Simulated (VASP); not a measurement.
Input:

```
Nb
1.0
   -1.65000     1.65000     1.65000
    1.65000    -1.65000     1.65000
    1.65000     1.65000    -1.65000
Nb
1
Direct
  0.00000   0.00000   0.00000
```

Calculation: PBE GGA, VASP's PBE PAW potentials (set 64) (plane waves; VASP 6.6.1). Numerical set-up: 400 eV cut-off, 3×3×3 Γ-centred mesh, first-order Methfessel-Paxton smearing of 0.10 eV, potentials Nb_sv.

Question: Give the stress tensor in GPa (positive for a compressed cell).

Answer: 
```
-1.27   0.00   0.00
 0.00  -1.27   0.00
 0.00   0.00  -1.27
```
The pressure is its mean diagonal, -1.27 GPa.

The compound is Nb in the bcc structure. The cell was not relaxed at this level. The k-mesh is coarse (spacing up to 0.90 per Å, 2π included), so the numbers may not be converged in it. The run is one of a series of settings (KPOINTS 3×3×3 Γ-centred mesh against the base run), some of them coarse on purpose.
